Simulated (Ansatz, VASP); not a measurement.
# Two plane-wave programs on KScBr4

```
K Sc Br
1.0
     0.00000    4.58439    4.58439
     4.58439    0.00000    4.58439
     4.58439    4.58439    0.00000
K Sc Br
1 1 4
Cartesian
  6.8766 6.8766 6.8766
  0.0000 0.0000 0.0000
  3.4361 5.7326 5.7326
  3.4361 3.4361 3.4361
  5.7326 3.4361 5.7326
  5.7326 5.7326 3.4361
```

Alike in both runs: functional PBE; k mesh 8 × 8 × 8; occupations gaussian, width 0.1 eV; no spin polarisation.

Ansatz relaxed the structure, and its values are those at the end. VASP's run is a single point on that final structure, the one shown.

|  | VASP | Ansatz |
| --- | --- | --- |
| version | VASP 6.6.1 | Ansatz 0.2.0 |
| potentials or method | VASP PAW PBE potentials, release 64 (K_sv, Sc_sv, Br) | scalar-relativistic, plane waves, PAW |
| plane-wave cutoff (eV) | 520 | 420 |
| valence electrons in the cell | 48 | 48 |

|  | VASP | Ansatz | Ansatz less VASP |
| --- | --- | --- | --- |
| gap on the k mesh at the Fermi level (eV) | none | none | - |
| pressure (GPa) | 0.0 | 0.0 | -0.03 |

A gap of «none» marks a metal or a gap that the smearing closes.
